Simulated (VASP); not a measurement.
An input for Quantum ESPRESSO's pw.x (written as the equivalent of a VASP run, and not itself run):

```
&CONTROL
  calculation = 'scf'
  pseudo_dir = './pseudo'
  outdir = './out'
  tprnfor = .true.
  tstress = .true.
/
&SYSTEM
  ibrav = 0
  nat = 2
  ntyp = 2
  ecutwfc = 84
  occupations = 'tetrahedra'
  input_dft = 'vdw-df-obk8'
/
&ELECTRONS
  conv_thr = 7.3e-09
  electron_maxstep = 100
/
ATOMIC_SPECIES
  Ti 47.867 Ti.upf
  Al 26.982 Al.upf
CELL_PARAMETERS angstrom
     2.8189989    0.0000000    0.0000000
     0.0000000    2.8189989    0.0000000
     0.0000000   -0.0000000    4.0609070
ATOMIC_POSITIONS crystal
  Ti   0.0000000  0.0000000  1.0000000
  Al   0.5000000  0.5000000  0.5000000
K_POINTS automatic
  14 14 10 0 0 0
```

### Question
Write the VASP files for the same calculation (optB88-vdW).

### Answer
Several could match; the one computed here: 
File KPOINTS:
```
kpoints
0
G
 14 14 10
0 0 0
```

**INCAR**
```
PARAM2=0.22
LREAL=.FALSE.   # projection in real space or not
LORBIT=11   # lm-projected
LUSE_VDW=.TRUE.
LASPH=.TRUE.   # aspherical one-centre terms
NEDOS=601   # DOS grid
GGA=BO
SYSTEM=TiAl
PREC=Accurate
AGGAC=0.0
LWAVE=.FALSE.
PARAM1=0.1833333333
NELM=100   # most electronic steps
EDIFF=1E-7   # SCF stop (eV)
ISMEAR=-5   # tetrahedra, Bloechl
LCHARG=.TRUE.
ALGO=Normal
ENCUT=520
ISIF=2
LMAXMIX=4
```

POSCAR:
```
TiAl
1
    2.8189989357     0.0000000000     0.0000000000
    0.0000000000     2.8189989357     0.0000000000
    0.0000000000    -0.0000000000     4.0609069719
Ti Al
1 1
Direct
  0.0000000000   0.0000000000   1.0000000000
  0.5000000000   0.5000000000   0.5000000000
```

POTCAR, in this order: Ti_sv Al (PBE.64 set). Program: vasp_std.

Limits of the translation: the potentials are each code's own (VASP's PAW set, PseudoDojo norm-conserving files in pw.x), so ENCUT and ecutwfc are chosen apart and not converted; conv_thr bounds pw.x's estimated SCF error, while EDIFF bounds the energy change between steps.

The compound is TiAl in the L1_0 structure. It was relaxed first.
